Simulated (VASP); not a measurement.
# linear Re chain, spacing 2.672 A: magnetic orders, part 2 of 2

Wanted: the lowest of several collinear orders of linear Re chain, spacing 2.672 A.

VASP 6.6.1, plane waves and PAW; the level of theory is named at each step.

So far. Step 2 (Magnetic order, start order fm, signs ++): The largest moment at the end is 3.02 μB, and the moments of the cell sum to 7.24 μB.

### Step 3. Magnetic order, start order AFM 1, signs +-

This step: r2SCAN, spin-polarised, from moments of both signs; plane waves and PAW (Re) (VASP 6.6.1).

Input file INCAR:

```
SYSTEM = Re
PREC = Normal
ENCUT = 350
EDIFF = 1E-06
NELM = 150
ISMEAR = 0
SIGMA = 0.05
LREAL = .FALSE.
ALGO = Normal
METAGGA = R2SCAN
LASPH = .TRUE.
NBANDS = 16
ISPIN = 2
MAGMOM = 1 -1
LMAXMIX = 4
LORBIT = 11
LWAVE = .FALSE.
LCHARG = .TRUE.
NCORE = 2
AMIX = 0.2
BMIX = 1E-04
AMIX_MAG = 0.8
BMIX_MAG = 1E-04
```

Input file POSCAR:

```
Re
1.0
   12.0000000000      0.0000000000      0.0000000000
    0.0000000000     12.0000000000      0.0000000000
    0.0000000000      0.0000000000      5.3440000000
Re
2
Direct
    0.5000000000      0.5000000000      0.0000000000
    0.5000000000      0.5000000000      0.5000000000
```

Input file KPOINTS:

```
Automatic mesh
0
Gamma
1 1 8
0 0 0
```

PAW data sets: Re (PBE family, release 64).

Started as:

```bash
> mpirun -np 2 vasp_std
```

The log of the run:

```text
[banner, memory and clock lines left out]
running    2 mpi-ranks, on    1 nodes
 distrk:  each k-point on    2 cores,    1 groups
 distr:  one band on    2 cores,    1 groups

 POSCAR found type information on POSCAR Re
 POSCAR found :  1 types and       2 ions
 [... a notice as in an earlier step ...]

 LDA part: xc-table for (None), standard interpolation
 POSCAR, INCAR and KPOINTS ok, starting setup
 FFT: planning ... GRIDC
 FFT: planning ... GRID_SOFT
 FFT: planning ... GRID
 WAVECAR not read
 entering main loop
       N       E                     dE             d eps       ncg     rms          rms(c)
DAV:   1    -0.247367601371E+02   -0.24737E+02   -0.22888E+03   480   0.401E+02
DAV:   2    -0.743315406760E+02   -0.49595E+02   -0.43332E+02   640   0.174E+02
DAV:   3    -0.922887775551E+02   -0.17957E+02   -0.15077E+02   528   0.446E+01
DAV:   4    -0.940705692990E+02   -0.17818E+01   -0.15074E+01   576   0.268E+01
DAV:   5    -0.941541872990E+02   -0.83618E-01   -0.74900E-01   488   0.715E+00    0.104E+01
DAV:   6    -0.920717929162E+02    0.20824E+01   -0.38309E+00   568   0.125E+01    0.786E+00
DAV:   7    -0.935950897152E+02   -0.15233E+01   -0.34184E+00   568   0.103E+01    0.377E+00
DAV:   8    -0.935538995014E+02    0.41190E-01   -0.80632E-01   512   0.573E+00    0.241E+00
DAV:   9    -0.936861917003E+02   -0.13229E+00   -0.14798E-01   400   0.304E+00    0.101E+00
DAV:  10    -0.937110269115E+02   -0.24835E-01   -0.10774E-02   464   0.113E+00    0.650E-01
DAV:  11    -0.937247482119E+02   -0.13721E-01   -0.24598E-02   520   0.820E-01    0.281E-01
DAV:  12    -0.937256437724E+02   -0.89556E-03   -0.10197E-02   528   0.564E-01    0.112E-01
DAV:  13    -0.937266020243E+02   -0.95825E-03   -0.59410E-04   424   0.233E-01    0.738E-02
DAV:  14    -0.937266909670E+02   -0.88943E-04   -0.21333E-03   416   0.297E-01    0.424E-02
DAV:  15    -0.937266992903E+02   -0.83233E-05   -0.13790E-04   448   0.106E-01    0.296E-02
DAV:  16    -0.937266521495E+02    0.47141E-04   -0.31209E-04   400   0.122E-01    0.134E-02
DAV:  17    -0.937266854475E+02   -0.33298E-04   -0.30810E-05   384   0.457E-02    0.500E-03
DAV:  18    -0.937266780137E+02    0.74337E-05   -0.80827E-06   392   0.261E-02    0.198E-03
DAV:  19    -0.937266906548E+02   -0.12641E-04   -0.50073E-06   360   0.238E-02    0.141E-03
DAV:  20    -0.937266865697E+02    0.40851E-05   -0.40903E-06   328   0.207E-02    0.576E-04
DAV:  21    -0.937266950607E+02   -0.84910E-05   -0.38037E-06   344   0.204E-02    0.432E-04
DAV:  22    -0.937266837567E+02    0.11304E-04   -0.80041E-06   360   0.331E-02    0.781E-04
DAV:  23    -0.937266933121E+02   -0.95554E-05   -0.99481E-06   384   0.388E-02    0.405E-04
DAV:  24    -0.937266989399E+02   -0.56278E-05   -0.11580E-05   336   0.422E-02    0.446E-04
DAV:  25    -0.937266955415E+02    0.33984E-05   -0.13955E-05   320   0.460E-02    0.329E-04
DAV:  26    -0.937266900294E+02    0.55122E-05   -0.10014E-05   344   0.379E-02    0.260E-04
DAV:  27    -0.937266781560E+02    0.11873E-04   -0.86754E-06   344   0.359E-02    0.237E-04
DAV:  28    -0.937266596828E+02    0.18473E-04   -0.15575E-05   352   0.476E-02    0.666E-04
DAV:  29    -0.937266928536E+02   -0.33171E-04   -0.16801E-05   368   0.489E-02    0.533E-04
DAV:  30    -0.937267225793E+02   -0.29726E-04   -0.69742E-06   328   0.306E-02    0.542E-04
[...]
DAV:  40    -0.937266866669E+02   -0.18127E-04   -0.25047E-06   360   0.206E-02    0.132E-04
DAV:  41    -0.937266891550E+02   -0.24881E-05   -0.70954E-06   336   0.332E-02    0.422E-04
DAV:  42    -0.937266875950E+02    0.15600E-05   -0.14617E-05   352   0.460E-02    0.343E-04
DAV:  43    -0.937266700767E+02    0.17518E-04   -0.17098E-05   368   0.483E-02    0.531E-04
DAV:  44    -0.937266865167E+02   -0.16440E-04   -0.10935E-05   352   0.394E-02    0.337E-04
DAV:  45    -0.937266935659E+02   -0.70493E-05   -0.47220E-06   368   0.251E-02    0.143E-04
DAV:  46    -0.937266827392E+02    0.10827E-04   -0.60082E-06   320   0.303E-02    0.242E-04
DAV:  47    -0.937266729440E+02    0.97952E-05   -0.10047E-05   320   0.394E-02    0.432E-04
DAV:  48    -0.937266789999E+02   -0.60559E-05   -0.84792E-06   336   0.359E-02    0.243E-04
DAV:  49    -0.937266871256E+02   -0.81256E-05   -0.10535E-05   328   0.379E-02    0.278E-04
DAV:  50    -0.937266850592E+02    0.20663E-05   -0.96203E-06   376   0.340E-02    0.194E-04
DAV:  51    -0.937266843760E+02    0.68318E-06   -0.27131E-06   352   0.182E-02
   1 F= -.93726684E+02 E0= -.93721067E+02  d E =-.112351E-01  mag=     0.0000
```

Wall time 2.1 min (2 MPI ranks of AMD EPYC 9R45, shared host); peak memory 0.49 GiB; 4.2 min of CPU time.

Parts of OUTCAR (step 3):

```text
The static configuration has the point symmetry D_4h.

 Found      5 irreducible k-points:

   NELECT =      14.0000    total number of electrons

 E-fermi :  -3.6370

 spin component 1
 k-point     1 :       0.0000    0.0000    0.0000
  band No.  band energies     occupation
    ...
      2      -6.4288      1.00000
      3      -6.4288      1.00000
      4      -6.3380      1.00000
      5      -5.9807      1.00000
      6      -5.9798      1.00000
      7      -2.1304      0.00000
      8      -2.1176      0.00000
      9      -2.1170      0.00000
     10      -1.8538      0.00000
     11      -1.8538      0.00000
    ...

 k-point     2 :       0.0000    0.0000    0.1250
  band No.  band energies     occupation
    ...
      2      -6.3457      1.00000
      3      -6.3457      1.00000
      4      -6.3097      1.00000
      5      -5.9740      1.00000
      6      -5.9730      1.00000
      7      -2.3549      0.00000
      8      -2.3549      0.00000
      9      -2.2859      0.00000
     10      -2.1339      0.00000
     11      -2.1332      0.00000
    ...

 k-point     3 :       0.0000    0.0000    0.2500
  band No.  band energies     occupation
    ...
      2      -6.2339      1.00000
      3      -6.1127      1.00000
      4      -6.1127      1.00000
      5      -5.9577      1.00000
      6      -5.9567      1.00000
      7      -3.0427      0.00000
      8      -3.0427      0.00000
      9      -2.9026      0.00000
     10      -2.1732      0.00000
     11      -2.1727      0.00000
    ...

 k-point     4 :       0.0000    0.0000    0.3750
  band No.  band energies     occupation
    ...
      5      -5.7984      1.00000
      6      -5.7984      1.00000
      7      -4.1417      1.00000
      8      -3.6609      0.75000
      9      -3.6609      0.75000
     10      -2.3564      0.00000
     11      -2.2127      0.00000
     12      -2.2123      0.00000
     13       0.0563      0.00000
     14       0.0563      0.00000
    ...

  Total       -0.1462250     -0.1462250    -12.4731889      0.0000000     -0.0000000     -0.0000000
  in kB       -0.3044411     -0.3044411    -25.9692340      0.0000000     -0.0000000     -0.0000000
  external PRESSURE =      -8.8593721 kB  Pullay stress =       0.0000000 kB

 POSITION                                       TOTAL-FORCE (eV/Angst)
 -----------------------------------------------------------------------------------
      6.00000      6.00000      0.00000        -0.000000     -0.000000      0.000000
      6.00000      6.00000      2.67200         0.000000      0.000000      0.000000
 -----------------------------------------------------------------------------------
    total drift:                               -0.000000      0.000000      0.000000

  FREE ENERGIE OF THE ION-ELECTRON SYSTEM (eV)
  ---------------------------------------------------
  free  energy   TOTEN  =       -93.7266843760 eV

  energy  without entropy=      -93.7154492776  energy(sigma->0) =      -93.72106683

 total charge
# of ion       s       p       d       tot
------------------------------------------
    1        0.598   0.171   4.668   5.437
    2        0.598   0.171   4.668   5.437
--------------------------------------------------
tot          1.197   0.341   9.336  10.875

 magnetization (x)
# of ion       s       p       d       tot
------------------------------------------
    1        0.191   0.023   3.075   3.290
    2       -0.191  -0.023  -3.075  -3.290
--------------------------------------------------
tot          0.000   0.000   0.000   0.000

[... 8 parts as in an earlier step ...]

[... 3 further parts left out ...]
```

Numbers from this step:

- electronic cycles: 51
- free energy (TOTEN): -93.7267 eV
- energy at zero smearing: -93.7211 eV
- Fermi energy: -3.637 eV

Spin moment in the PAW sphere by atom:

| atom | spin moment in the PAW sphere (μB) |
| --- | --- |
| Re1 | 3.29 |
| Re2 | -3.29 |

Spin density in the ca plane at fractional y = 0.500, with atoms of Re within 0.2 Å of it.

Ten even steps from '_' (-0.85 e/Å³) to '@' (0.87 e/Å³), each cell a mean:
```
==============================
==============================
==============================
==============================
==============================
==============================
==============================
++============================
++++++==================++++++
**++++++====------======++++**
@@##++++==--::__..--====++**%%
@@%%**++==--..____::--==++##@@
@@%%**++==--..____::====++##%%
%%**++++====--..::--====++**##
++++++++================++++++
++++++====================++++
==============================
==============================
==============================
==============================
==============================
==============================
==============================
==============================
```
Columns run along c (5.3 Å), rows up along a (12.0 Å). Atoms in or near the plane, at fractional coordinates: Re at (0.00, 0.50), Re at (0.50, 0.50).

Valence density in the ca plane at fractional y = 0.500, with atoms of Re within 0.2 Å of it. It is the smooth field of the valence electrons, not physical close to the nuclei.

Ten even steps from '_' (0.0 e/Å³) to '@' (1.3 e/Å³), each cell a mean:
```
______________________________
______________________________
______________________________
______________________________
______________________________
______________________________
______________________________
______________________________
______________________________
::............::::..........::
**++--::::--++****==--::--==**
@@##++----++##@@@@**==--==**%%
%%##++----++##%%%%**==--==**%%
====::....::======--::..::--==
....________......__________..
______________________________
______________________________
______________________________
______________________________
______________________________
______________________________
______________________________
______________________________
______________________________
```
Columns run along c (5.3 Å), rows up along a (12.0 Å). Atoms in or near the plane, at fractional coordinates: Re at (0.00, 0.50), Re at (0.50, 0.50).

The largest moment at the end is 3.29 μB, and the moments of the cell sum to 0.00 μB.

### Step 4. No spin polarisation

This step: r2SCAN; plane waves and PAW (Re) (VASP 6.6.1).

A run without spin shows what magnetism as such gains.

INCAR, as its differences from that of step 3:

```diff
@@ -11,9 +11,6 @@
 LASPH = .TRUE.
-NBANDS = 16
-ISPIN = 2
-MAGMOM = 1 -1
-LMAXMIX = 4
+NBANDS = 13
 LORBIT = 11
 LWAVE = .FALSE.
-LCHARG = .TRUE.
+LCHARG = .FALSE.
 NCORE = 2
```

POSCAR is that of step 3.

KPOINTS is that of step 3.

Started as:

```bash
> mpirun -np 2 vasp_std
```

The log of the run:

```text
[... set-up lines as in an earlier step ...]
 entering main loop
       N       E                     dE             d eps       ncg     rms          rms(c)
DAV:   1    -0.230960264489E+02   -0.23096E+02   -0.23808E+03   195   0.492E+02
DAV:   2    -0.709625085335E+02   -0.47866E+02   -0.44626E+02   260   0.228E+02
DAV:   3    -0.917222626336E+02   -0.20760E+02   -0.17965E+02   260   0.607E+01
DAV:   4    -0.935718955438E+02   -0.18496E+01   -0.15837E+01   260   0.333E+01
DAV:   5    -0.936793796299E+02   -0.10748E+00   -0.89698E-01   255   0.720E+00    0.904E+00
DAV:   6    -0.904018004949E+02    0.32776E+01   -0.17486E+00   252   0.150E+01    0.501E+00
DAV:   7    -0.904584004866E+02   -0.56600E-01   -0.18618E-01   260   0.789E+00    0.240E+00
DAV:   8    -0.904712026226E+02   -0.12802E-01   -0.10699E-01   252   0.658E+00    0.712E-01
DAV:   9    -0.904709633786E+02    0.23924E-03   -0.12326E-02   244   0.249E+00    0.290E-01
DAV:  10    -0.904731692773E+02   -0.22059E-02   -0.19708E-03   260   0.628E-01    0.153E-01
DAV:  11    -0.904731787255E+02   -0.94482E-05   -0.10114E-03   221   0.554E-01    0.567E-02
DAV:  12    -0.904730636171E+02    0.11511E-03   -0.87580E-05   234   0.194E-01    0.168E-02
DAV:  13    -0.904730743076E+02   -0.10690E-04   -0.14658E-05   229   0.370E-02    0.118E-02
DAV:  14    -0.904730770650E+02   -0.27574E-05   -0.57542E-06   228   0.248E-02    0.187E-03
DAV:  15    -0.904730796712E+02   -0.26062E-05   -0.89382E-07   155   0.176E-02    0.201E-03
DAV:  16    -0.904730613388E+02    0.18332E-04   -0.62160E-07   155   0.245E-02    0.143E-03
DAV:  17    -0.904730529125E+02    0.84263E-05   -0.67254E-07   110   0.246E-02    0.404E-03
DAV:  18    -0.904730446165E+02    0.82960E-05   -0.38340E-07   105   0.250E-02    0.727E-04
DAV:  19    -0.904730507397E+02   -0.61231E-05   -0.59431E-07   110   0.277E-02    0.544E-03
DAV:  20    -0.904730480194E+02    0.27202E-05   -0.29919E-07   105   0.267E-02    0.147E-03
DAV:  21    -0.904730500412E+02   -0.20217E-05   -0.87282E-07   115   0.208E-02    0.531E-03
DAV:  22    -0.904730427705E+02    0.72707E-05   -0.66419E-07   110   0.357E-02    0.202E-04
DAV:  23    -0.904730508069E+02   -0.80364E-05   -0.55953E-07   120   0.211E-02    0.393E-03
DAV:  24    -0.904730538211E+02   -0.30143E-05   -0.28578E-07   120   0.281E-02    0.344E-04
DAV:  25    -0.904730585259E+02   -0.47048E-05   -0.11571E-06   110   0.189E-02    0.722E-04
DAV:  26    -0.904730463386E+02    0.12187E-04   -0.89377E-07   110   0.365E-02    0.200E-03
DAV:  27    -0.904730442433E+02    0.20953E-05   -0.41320E-07   115   0.265E-02    0.517E-04
DAV:  28    -0.904730496314E+02   -0.53881E-05   -0.39337E-07   105   0.265E-02    0.161E-03
DAV:  29    -0.904730443122E+02    0.53192E-05   -0.38041E-07   100   0.224E-02    0.463E-04
DAV:  30    -0.904730516321E+02   -0.73199E-05   -0.19490E-07   100   0.190E-02    0.129E-03
DAV:  31    -0.904730526715E+02   -0.10394E-05   -0.10836E-07    95   0.137E-02    0.353E-04
DAV:  32    -0.904730546755E+02   -0.20040E-05   -0.22534E-07    95   0.172E-02    0.187E-03
DAV:  33    -0.904730557503E+02   -0.10748E-05   -0.13458E-07    90   0.168E-02    0.218E-04
DAV:  34    -0.904730559148E+02   -0.16456E-06   -0.94635E-08    90   0.702E-03
   1 F= -.90473056E+02 E0= -.90472095E+02  d E =-.192152E-02
```

It took 45 s on 2 MPI ranks; peak memory 0.4 GiB.

OUTCAR, selected parts (step 4):

```text
The static configuration has the point symmetry D_4h.

 Found      5 irreducible k-points:

   k-points           NKPTS =      5   k-points in BZ     NKDIM =      5   number of bands    NBANDS=     13

   NELECT =      14.0000    total number of electrons

 E-fermi :  -4.7613

 k-point     1 :       0.0000    0.0000    0.0000
  band No.  band energies     occupation
    ...
      2      -6.8836      2.00000
      3      -6.8836      2.00000
      4      -6.0738      2.00000
      5      -5.3156      2.00000
      6      -5.3144      2.00000
      7      -4.3134      0.00000
      8      -4.3125      0.00000
      9      -3.9539      0.00000
     10      -2.5171      0.00000
     11      -2.5171      0.00000
    ...

 k-point     2 :       0.0000    0.0000    0.1250
  band No.  band energies     occupation
    ...
      2      -6.7853      2.00000
      3      -6.7853      2.00000
      4      -6.0099      2.00000
      5      -5.2814      2.00000
      6      -5.2802      2.00000
      7      -4.3564      0.00000
      8      -4.3553      0.00000
      9      -4.0773      0.00000
     10      -3.0950      0.00000
     11      -3.0950      0.00000
    ...

  Total       -0.1509558     -0.1509558    -25.2712268      0.0000000      0.0000000      0.0000000
  in kB       -0.3142907     -0.3142907    -52.6148052      0.0000000      0.0000000      0.0000000
  external PRESSURE =     -17.7477955 kB  Pullay stress =       0.0000000 kB

 POSITION                                       TOTAL-FORCE (eV/Angst)
 -----------------------------------------------------------------------------------
      6.00000      6.00000      0.00000         0.000000      0.000000      0.000000
      6.00000      6.00000      2.67200         0.000000      0.000000      0.000000
 -----------------------------------------------------------------------------------
    total drift:                                0.000000      0.000000      0.000000

  FREE ENERGIE OF THE ION-ELECTRON SYSTEM (eV)
  ---------------------------------------------------
  free  energy   TOTEN  =       -90.4730559148 eV

  energy  without entropy=      -90.4711343902  energy(sigma->0) =      -90.47209515

 total charge
# of ion       s       p       d       tot
------------------------------------------
    1        0.604   0.125   4.544   5.273
    2        0.604   0.125   4.544   5.273
--------------------------------------------------
tot          1.208   0.251   9.088  10.547

[... 7 parts as in an earlier step ...]

[... 4 further parts left out ...]
```

Numbers from this step:

```yaml
electronic_cycles: 34
free_energy_toten: -90.4731 eV
energy_at_zero_smearing: -90.4721 eV
fermi_energy: -4.761 eV
```

Energy at zero smearing: -90.47210 eV.

### Step 5. Summary

This step: collinear magnetic orders, r2SCAN; plane waves and PAW (VASP 6.6.1).

No new run; the numbers come from the runs before.

Numbers from this step:

* mean moment in the lowest run: 3.29 μB
* constant fitted for the nearest pairs: -153.3 meV

Orders, by row:

| order | signs | energy above the lowest (meV/magnetic atom) | total moment (μB) | mean moment on carriers (μB) | gap on the mesh (eV) | signs at the end, of the atoms given a moment |
| --- | --- | --- | --- | --- | --- | --- |
| fm | ++ | 306.6 | 7.242 | 3.016 | 0 | ++ |
| afm 1 | +- | 0 | 0 | 3.29 | 0 | +- |
| nm |  | 1624 | 0 | 0 | 0 | - |

E = E0 - sum over pairs, each once, of J e_i.e_j with unit vectors; J > 0 favours parallel moments; fitted to the orders that kept their signs. Exchange, by row:

| pair | distance, in the start or the relaxed cell (Å) | J (meV) |
| --- | --- | --- |
| Re-Re | 2.67 | -153.3 |

### Step 6. Summary of results

```json
{
  "mean moment in the lowest run": "3.29 μB",
  "constant fitted for the nearest pairs": "-153 meV"
}
```

What this shows: The lowest run started as afm 1 and holds 3.29 μB on average over the atoms that were given a moment; the next state, from fm, lies 306.6 meV a magnetic atom higher. It ends with the signs +- and a net moment of 0.00 μB a cell: opposed moments that cancel. The fit has as many unknowns as energies, so it is exact by construction; shells that turn over together are lumped into one constant, and others are left out. Differences of 307 meV a magnetic atom are large for orders alone; such runs may also hold other orbital or spin states. No other collinear orders were tried, and their comparison leaves spin-orbit coupling out.

[Lines on the potential files, build, host, timing and source positions are cut from VASP's logs without a mark.]

[Logs are printed without paths, hosts, clocks, repeated set-up lines and the standing remarks that a program may print on its own settings, such as how far it seeks lower states.]

[Hosts, paths, dates, database ids (printed as entryN), source tags and the programs' standing remarks are cut or masked in the printed files.]

[In band tables of VASP the shares of atoms and orbitals are scaled to a sum of 1 inside the atoms' spheres.]

[Runs that stopped without an error message from VASP are left out.]
